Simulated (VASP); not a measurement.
HfC (rock salt) relaxed at rising pressure, in one space group throughout; other phases were not tried. The pressures are those reached. These are LDA (Ceperley-Alder, Perdew-Zunger), VASP's LDA PAW potentials (set 64) (plane waves; VASP 6.6.1) values and carry that method's errors.

```json
[
 {"P (GPa)": "-0.01", "V (Å³/atom)": "11.974", "k-mesh": "14×14×14"},
 {"P (GPa)": "4.92", "V (Å³/atom)": "11.763", "k-mesh": "14×14×14"},
 {"P (GPa)": "9.92", "V (Å³/atom)": "11.566", "k-mesh": "14×14×14"},
 {"P (GPa)": "19.97", "V (Å³/atom)": "11.215", "k-mesh": "14×14×14"},
 {"P (GPa)": "29.97", "V (Å³/atom)": "10.910", "k-mesh": "14×14×14"}
]
```

Task: Fit an equation of state and predict the volume at 44.92 GPa.

Result: Least squares on the third-order Birch-Murnaghan form, P = (3B0/2)(y⁷ − y⁵)[1 + (3/4)(B′ − 4)(y² − 1)] with y = (V0/V)^(1/3), gives V0 = 11.973 Å³/atom, B0 = 268 GPa and B′ = 4.0, and so 10.518 Å³/atom. The run gave 10.518 Å³/atom, -0.0 % from the fit.

Pressures at which the relaxation failed are left out.

The compound is HfC in the rock salt structure.
